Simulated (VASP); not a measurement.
Input:

```yaml
crystal:
  lattice:
    - [5.90276, 0.00000, 0.00000]
    - [0.00000, 5.90276, 0.00000]
    - [0.00000, 0.00000, 5.90276]
  atoms:
    - { symbol: Cs, position: [0.00000, 0.00000, 0.00000] }
    - { symbol: Pb, position: [0.50000, 0.50000, 0.50000] }
    - { symbol: Br, position: [0.50000, 0.00000, 0.50000] }
    - { symbol: Br, position: [0.00000, 0.50000, 0.50000] }
    - { symbol: Br, position: [0.50000, 0.50000, 0.00000] }
```

Computed with vdW-DF-cx, VASP's PBE PAW potentials (set 64) (plane waves; VASP 6.6.1). Run with 520 eV cut-off, 4×4×4 Γ-centred mesh, tetrahedra with Blöchl corrections, potentials Cs_sv Pb_d Br.

The cores are frozen, which limits the accuracy of field gradients.

Question: Give the principal components of the electric field gradient (V/Å²) and the asymmetry η at each nucleus.

Answer: 
```tsv
atom	Vxx	Vyy	Vzz	η
Cs1	0.0	0.0	0.0	-
Pb2	0.0	0.0	0.0	-
Br3	-93.7	-93.7	187.3	0.00
Br4	-93.7	-93.7	187.3	0.00
Br5	-93.7	-93.7	187.3	0.00
```

The compound is CsPbBr3 in the cubic perovskite structure, the ideal cubic form; the compound distorts at low or room temperature. It was relaxed first.
